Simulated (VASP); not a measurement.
Input:

```
CELL_PARAMETERS angstrom
      0.00000     2.10658     6.02177
      1.43729     0.00000     6.02177
      1.43729     2.10658     0.00000
ATOMIC_POSITIONS crystal
  Al 0.00000 0.00000 0.00000
  Cr 0.32606 0.32606 0.67394
  Cr 0.67394 0.67394 0.32606
```

Level of theory: PBEsol GGA, VASP's PBE PAW potentials (set 64) (plane waves; VASP 6.6.1). Run with 400 eV cut-off, 15×15×15 Γ-centred mesh, tetrahedra with Blöchl corrections, potentials Al Cr_pv.

### Question
Predict the energy per atom (σ→0), band gap (on the k-mesh) with the smallest direct gap where there is one.

### Answer

```yaml
band gap (on the k-mesh): none (metal, semimetal or under 0.01 eV)
energy per atom (σ→0): -8.164 eV/atom
```

The structure comes from a computed database's AlCr2 entry (Fmmm); how it stands against other phases isn't given here. It was relaxed first. The run is not spin-polarised, so no magnetic state was tried. The electron count is odd and the run is not spin-polarised, which forces a metal.
